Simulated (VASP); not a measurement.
Consider the following.

```yaml
crystal:
  lattice:
    - [0.00000, 2.91387, 2.91387]
    - [2.91387, 0.00000, 2.91387]
    - [2.91387, 2.91387, 0.00000]
  atoms:
    - { symbol: As, position: [0.00000, 0.00000, 0.00000] }
    - { symbol: Co, position: [0.50000, 0.50000, 0.50000], spin: 3.0 }
    - { symbol: Co, position: [0.25000, 0.25000, 0.25000], spin: 3.0 }
    - { symbol: Co, position: [0.75000, 0.75000, 0.75000], spin: 3.0 }
```

Calculation: PBE GGA, VASP's PBE PAW potentials (set 64) (plane waves; VASP 6.6.1). Run with 400 eV cut-off, 6×6×6 Monkhorst-Pack mesh, Gaussian smearing of 0.050 eV, potentials As Co.

Task: Give the stress tensor in GPa (positive for a compressed cell).

Result: 
```
-8.17   0.00   0.00
 0.00  -8.17   0.00
 0.00   0.00  -8.17
```
The pressure is its mean diagonal, -8.17 GPa.

The structure was generated: Co3As was put into the D03 type (Fm-3m), which need not be its known phase. The cell was not relaxed at this level. The k-mesh is coarse (spacing up to 0.31 per Å, 2π included), so the numbers may not be converged in it. The run is one of a series of settings (KPOINTS 6×6×6 Monkhorst-Pack mesh against the base run), some of them coarse on purpose.
